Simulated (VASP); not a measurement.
Output of a VASP run:

### OSZICAR
```
       N       E                     dE             d eps       ncg     rms          rms(c)
DAV:   1     0.180941959433E+02    0.18094E+02   -0.60748E+03   352   0.137E+03
DAV:   2    -0.218978455257E+02   -0.39992E+02   -0.36951E+02   311   0.332E+02
DAV:   3    -0.257421342260E+02   -0.38443E+01   -0.28760E+01   327   0.110E+02
DAV:   4    -0.259527050602E+02   -0.21057E+00   -0.18235E+00   322   0.149E+01
DAV:   5    -0.259693738927E+02   -0.16669E-01   -0.12897E-01   297   0.175E+00    0.379E+01
DAV:   6    -0.249413800691E+02    0.10280E+01   -0.11298E+00   325   0.330E+01    0.145E+01
DAV:   7    -0.246329916086E+02    0.30839E+00   -0.67994E-01   330   0.244E+01    0.687E-01
DAV:   8    -0.246183312627E+02    0.14660E-01   -0.22102E-02   352   0.264E+00    0.461E-01
DAV:   9    -0.246181312247E+02    0.20004E-03   -0.26465E-04   280   0.219E-01    0.531E-02
DAV:  10    -0.246181551133E+02   -0.23889E-04   -0.40066E-05   335   0.850E-02    0.153E-02
DAV:  11    -0.246181528129E+02    0.23004E-05   -0.31399E-07   159   0.128E-02    0.151E-03
DAV:  12    -0.246181519313E+02    0.88160E-06   -0.15674E-07   175   0.139E-02
   1 F= -.24618152E+02 E0= -.24614631E+02  d E =-.105617E-01
```

File OUTCAR:
```
------------------------ aborting loop because EDIFF is reached ----------------------------------------
  FORCE on cell =-STRESS in cart. coord.  units (eV):
  Direction    XX          YY          ZZ          XY          YZ          ZX
  --------------------------------------------------------------------------------------
  Total       -2.6265487     -2.6265493     -3.3799446     -0.0000000      0.0000000      0.0000000
  in kB     -134.7757685   -134.7757998   -173.4346808     -0.0000000      0.0000000      0.0000000
  external PRESSURE =    -147.6620831 kB  Pullay stress =       0.0000000 kB
  volume of cell :       31.22
      direct lattice vectors                 reciprocal lattice vectors
     1.407600000 -2.438035000  0.000000000     0.355214550 -0.205083192  0.000000000
     1.407600000  2.438035000  0.000000000     0.355214550  0.205083192  0.000000000
     0.000000000  0.000000000  4.549200000     0.000000000  0.000000000  0.219818869
 POSITION                                       TOTAL-FORCE (eV/Angst)
 -----------------------------------------------------------------------------------
      1.40760      0.81268      1.13730         0.000000      0.000000      0.000000
      1.40760     -0.81268      3.41190        -0.000000      0.000000      0.000000
 -----------------------------------------------------------------------------------
    total drift:                               -0.000000      0.000014     -0.000014
  FREE ENERGIE OF THE ION-ELECTRON SYSTEM (eV)
  ---------------------------------------------------
  free  energy   TOTEN  =       -24.6181519313 eV

  energy  without entropy=      -24.6075902017  energy(sigma->0) =      -24.61463135
```
(Selected blocks of OUTCAR.)

POSCAR:
```
Re
1
    1.4076000000    -2.4380350000     0.0000000000
    1.4076000000     2.4380350000     0.0000000000
    0.0000000000     0.0000000000     4.5492000000
Re
2
Direct
  0.3333330000   0.6666670000   0.2500000000
  0.6666670000   0.3333330000   0.7500000000
```

Q: Write an INCAR and KPOINTS that could have produced this output.

A: Several could match; the one computed here: the input of the run itself, PBE GGA, plane waves, VASP's PBE PAW potentials (set 64).

**INCAR**
```
# general
SYSTEM  =Re
PREC    =Accurate
ENCUT   =400
LREAL   =.False.
LASPH   =.True.
KSPACING=0.8
KGAMMA  =.True.

# electronic loop
EDIFF   =1E-6
NELM    =100
ALGO    =Normal
LMAXMIX =6

# smearing
ISMEAR  =1
SIGMA   =0.1

# functional
GGA     =PE

# ions
ISIF    =2

# output
LWAVE   =.False.
LCHARG  =.False.
```

POTCAR, in this order: Re (PBE.64 set). Program: vasp_std.

The compound is Re in the hcp structure. The cell was not relaxed at this level. The run is one of a series of settings (KGAMMA = .TRUE., KSPACING = 0.8, KPOINTS file removed against the base run), some of them coarse on purpose.
